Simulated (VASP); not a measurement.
All values below come from r2SCAN meta-GGA, VASP's PBE PAW potentials (set 64) (plane waves; VASP).

Input for VASP

### INCAR
```
# general
SYSTEM =SiO2
PREC   =Accurate
ENCUT  =520
LREAL  =.FALSE.
LASPH  =.TRUE.

# electronic loop
EDIFF  =1E-6
NELM   =100
ALGO   =Normal
LMIXTAU=.TRUE.

# smearing
ISMEAR =0
SIGMA  =0.05

# functional
METAGGA=R2SCAN

# ions
IBRION =2
NSW    =60
ISIF   =3
EDIFFG =-0.02

# output
LWAVE  =.FALSE.
LCHARG =.FALSE.
```

### POSCAR
```
SiO2
1
    5.0871677632     0.0000000000     0.0000000000
   -2.5435838816     4.4056166418     0.0000000000
    0.0000000000     0.0000000000     5.5691980783
Si O
3 6
Direct
  0.0000000000   0.5000000000   0.3333330000
  0.5000000000   0.0000000000   0.0000000000
  0.5000000000   0.5000000000   0.6666670000
  0.5835527497   0.7917763748   0.8333330000
  0.7917763748   0.5835527497   0.5000000000
  0.2082236252   0.7917763748   0.1666670000
  0.4164472503   0.2082236252   0.8333330000
  0.2082236252   0.4164472503   0.5000000000
  0.7917763748   0.2082236252   0.1666670000
```

**KPOINTS**
```
Automatic mesh
0
Gamma
5 5 4
0 0 0
```

POTCAR, in this order: Si O (PBE.64 set). Program: vasp_std.

The resulting files:

**OUTCAR**
```
 ion  position               nearest neighbor table
   1  0.000  0.500  0.333-   6 1.62   9 1.62   8 1.62   5 1.62
   2  0.500  0.000  0.000-   6 1.62   9 1.62   7 1.62   4 1.62
   3  0.500  0.500  0.667-   4 1.62   7 1.62   5 1.62   8 1.62
   4  0.584  0.792  0.833-   3 1.62   2 1.62
   5  0.792  0.584  0.500-   3 1.62   1 1.62
   6  0.208  0.792  0.167-   1 1.62   2 1.62
   7  0.416  0.208  0.833-   3 1.62   2 1.62
   8  0.208  0.416  0.500-   3 1.62   1 1.62
   9  0.792  0.208  0.167-   1 1.62   2 1.62
  LATTYP: Found a hexagonal cell.
 ALAT       =     5.0871677632
 C/A-ratio  =     1.0947541614
 Subroutine PRICEL returns:
 Original cell was already a primitive cell.
 Subroutine GETGRP returns: Found 12 space group operations
The static configuration has the point symmetry D_2 .
 The point group associated with its full space group is D_6 .
The dynamic configuration has the point symmetry D_2 .
 Subroutine INISYM returns: Found 12 space group operations
 Subroutine IBZKPT returns following result:
 Found     15 irreducible k-points:

 Following reciprocal coordinates:
            Coordinates               Weight
  0.000000  0.000000  0.000000      1.000000
  0.200000 -0.000000  0.000000      6.000000
  0.400000  0.000000  0.000000      6.000000
  0.200000  0.200000  0.000000      6.000000
  0.400000  0.200000  0.000000      6.000000
  0.000000  0.000000  0.250000      2.000000
  0.200000 -0.000000  0.250000     12.000000
  0.400000  0.000000  0.250000     12.000000
  0.200000  0.200000  0.250000     12.000000
  0.400000  0.200000  0.250000     12.000000
  0.000000  0.000000  0.500000      1.000000
  0.200000 -0.000000  0.500000      6.000000
  0.400000  0.000000  0.500000      6.000000
  0.200000  0.200000  0.500000      6.000000
  0.400000  0.200000  0.500000      6.000000
...
```

OSZICAR:
```
       N       E                     dE             d eps       ncg     rms          rms(c)
DAV:   1     0.302201830460E+03    0.30220E+03   -0.25739E+04   870   0.154E+03
DAV:   2    -0.896230566882E+02   -0.39182E+03   -0.38151E+03  1161   0.346E+02
DAV:   3    -0.113120137499E+03   -0.23497E+02   -0.23433E+02  1020   0.961E+01
DAV:   4    -0.113427043812E+03   -0.30691E+00   -0.30644E+00  1020   0.119E+01
DAV:   5    -0.113433097498E+03   -0.60537E-02   -0.60518E-02  1000   0.164E+00    0.258E+01
DAV:   6    -0.946799972976E+02    0.18753E+02   -0.27923E+01   975   0.275E+01    0.144E+01
DAV:   7    -0.871956825617E+02    0.74843E+01   -0.15482E+00   995   0.106E+01    0.499E+00
DAV:   8    -0.950304893521E+02   -0.78348E+01   -0.36245E+00   950   0.106E+01    0.321E+00
DAV:   9    -0.893654579102E+02    0.56650E+01   -0.16736E+00   890   0.793E+00    0.694E-01
DAV:  10    -0.891571657361E+02    0.20829E+00   -0.41396E-01   875   0.537E+00    0.816E-01
DAV:  11    -0.890983749694E+02    0.58791E-01   -0.97694E-03  1015   0.862E-01    0.650E-01
DAV:  12    -0.893625497423E+02   -0.26417E+00   -0.15925E-01   875   0.344E+00    0.191E-01
DAV:  13    -0.893270864049E+02    0.35463E-01   -0.17198E-02  1000   0.100E+00    0.236E-01
DAV:  14    -0.893333781820E+02   -0.62918E-02   -0.55206E-03   930   0.587E-01    0.105E-01
DAV:  15    -0.893411986760E+02   -0.78205E-02   -0.20462E-03   890   0.511E-01    0.344E-02
DAV:  16    -0.893415990770E+02   -0.40040E-03   -0.20658E-04   975   0.122E-01    0.297E-02
DAV:  17    -0.893419308748E+02   -0.33180E-03   -0.12529E-04   950   0.825E-02    0.127E-02
DAV:  18    -0.893421537234E+02   -0.22285E-03   -0.86890E-05   890   0.100E-01    0.102E-02
DAV:  19    -0.893422120665E+02   -0.58343E-04   -0.23794E-05   915   0.440E-02    0.620E-03
DAV:  20    -0.893422054640E+02    0.66024E-05   -0.18106E-06   640   0.119E-02    0.249E-03
DAV:  21    -0.893422149879E+02   -0.95239E-05   -0.28338E-06   782   0.161E-02    0.185E-03
DAV:  22    -0.893422160167E+02   -0.10288E-05   -0.39804E-07   620   0.700E-03    0.103E-03
DAV:  23    -0.893422162203E+02   -0.20356E-06   -0.21972E-07   515   0.363E-03
   1 F= -.89342216E+02 E0= -.89342216E+02  d E =-.893422E+02
       N       E                     dE             d eps       ncg     rms          rms(c)
DAV:   1    -0.896315146555E+02   -0.28930E+00   -0.87587E+00   945   0.228E+01    0.465E+00
DAV:   2    -0.893122370264E+02    0.31928E+00   -0.10791E+00   925   0.667E+00    0.103E+00
DAV:   3    -0.893010616258E+02    0.11175E-01   -0.90099E-02   915   0.216E+00    0.405E-01
DAV:   4    -0.893086129630E+02   -0.75513E-02   -0.22314E-02   875   0.160E+00    0.212E-01
DAV:   5    -0.893136277787E+02   -0.50148E-02   -0.72580E-03   870   0.964E-01    0.958E-02
DAV:   6    -0.893073268920E+02    0.63009E-02   -0.59205E-03   870   0.923E-01    0.690E-02
DAV:   7    -0.893210077025E+02   -0.13681E-01   -0.25018E-03   940   0.554E-01    0.211E-02
DAV:   8    -0.893215447615E+02   -0.53706E-03   -0.37321E-04   950   0.188E-01    0.138E-02
DAV:   9    -0.893216104486E+02   -0.65687E-04   -0.15218E-05   975   0.363E-02    0.481E-03
DAV:  10    -0.893216108066E+02   -0.35801E-06   -0.20355E-06   667   0.135E-02
   2 F= -.89321611E+02 E0= -.89321611E+02  d E =0.206054E-01
       N       E                     dE             d eps       ncg     rms          rms(c)
DAV:   1    -0.894661399319E+02   -0.14453E+00   -0.31153E+00   945   0.134E+01    0.274E+00
DAV:   2    -0.893617364723E+02    0.10440E+00   -0.39465E-01   945   0.402E+00    0.591E-01
DAV:   3    -0.893530634926E+02    0.86730E-02   -0.28069E-02   950   0.111E+00    0.272E-01
DAV:   4    -0.893579200790E+02   -0.48566E-02   -0.47683E-03   875   0.714E-01    0.158E-01
DAV:   5    -0.893531207203E+02    0.47994E-02   -0.23825E-03   870   0.518E-01    0.640E-02
DAV:   6    -0.893566913490E+02   -0.35706E-02   -0.22465E-03   870   0.552E-01    0.396E-02
DAV:   7    -0.893587288498E+02   -0.20375E-02   -0.58688E-04   930   0.269E-01    0.145E-02
DAV:   8    -0.893589366749E+02   -0.20783E-03   -0.14974E-04   905   0.118E-01    0.927E-03
DAV:   9    -0.893589663954E+02   -0.29720E-04   -0.10851E-05   960   0.318E-02    0.159E-03
DAV:  10    -0.893589671541E+02   -0.75868E-06   -0.23432E-07   630   0.479E-03
   3 F= -.89358967E+02 E0= -.89358967E+02  d E =-.167509E-01
```

OUTCAR:
```
------------------------ aborting loop because EDIFF is reached ----------------------------------------
  FORCE on cell =-STRESS in cart. coord.  units (eV):
  Direction    XX          YY          ZZ          XY          YZ          ZX
  --------------------------------------------------------------------------------------
  Total       -0.0320898     -0.0320898     -0.0060747      0.0000000      0.0000000      0.0000000
  in kB       -0.4178079     -0.4178079     -0.0790921      0.0000000      0.0000000      0.0000000
  external PRESSURE =      -0.3049027 kB  Pullay stress =       0.0000000 kB
  volume of cell :      123.06
      direct lattice vectors                 reciprocal lattice vectors
     5.062947123 -0.000000000  0.000000000     0.197513420  0.114034423  0.000000000
    -2.531473561  4.384640950 -0.000000000     0.000000000  0.228068846  0.000000000
     0.000000000  0.000000000  5.543233245     0.000000000  0.000000000  0.180400130
 POSITION                                       TOTAL-FORCE (eV/Angst)
 -----------------------------------------------------------------------------------
     -1.26574      2.19232      1.84774         0.000000      0.000000      0.000000
      2.53147     -0.00000      0.00000         0.000000      0.000000      0.000000
      1.26574      2.19232      3.69549         0.000000      0.000000      0.000000
      0.94783      3.47033      4.61936         0.001261      0.000728     -0.000000
      2.53147      2.55601      2.77162        -0.000000      0.001457     -0.000000
     -0.94783      3.47033      0.92387        -0.001261      0.000728     -0.000000
      1.58364      0.91431      4.61936        -0.001261     -0.000728      0.000000
      0.00000      1.82863      2.77162         0.000000     -0.001457      0.000000
      3.47931      0.91431      0.92387         0.001261     -0.000728      0.000000
 -----------------------------------------------------------------------------------
    total drift:                               -0.000000      0.000000     -0.006947
  FREE ENERGIE OF THE ION-ELECTRON SYSTEM (eV)
  ---------------------------------------------------
  free  energy   TOTEN  =       -89.3589671541 eV

  energy  without entropy=      -89.3589671541  energy(sigma->0) =      -89.35896715

 reached required accuracy - stopping structural energy minimisation
```
(Selected blocks of OUTCAR.)

File CONTCAR:
```
SiO2
   1.00000000000000
     5.0629471228007441   -0.0000000000000000    0.0000000000000000
    -2.5314735614003721    4.3846409501249601   -0.0000000000000000
     0.0000000000000000    0.0000000000000000    5.5432332446547932
  Si              O
     3     6
Direct
     0.0000000000000000    0.5000000000000000    0.3333330000000032
     0.5000000000000000    0.0000000000000000    0.0000000000000000
     0.5000000000000000    0.5000000000000000    0.6666669999999968
     0.5829466428406218    0.7914733213705494    0.8333330000000032
     0.7914733213705494    0.5829466428410933    0.5000000000000000
     0.2085266786299221    0.7914733213705494    0.1666669999999968
     0.4170533571593781    0.2085266786294507    0.8333330000000032
     0.2085266786294507    0.4170533571589067    0.5000000000000000
     0.7914733213700780    0.2085266786294507    0.1666669999999968
```

The structure comes from a computed database's SiO2 entry (P6_422); how it stands against other phases isn't given here. This run relaxes it. Symmetry was kept, so distortions that lower it aren't found. The start is the result of an earlier pass.
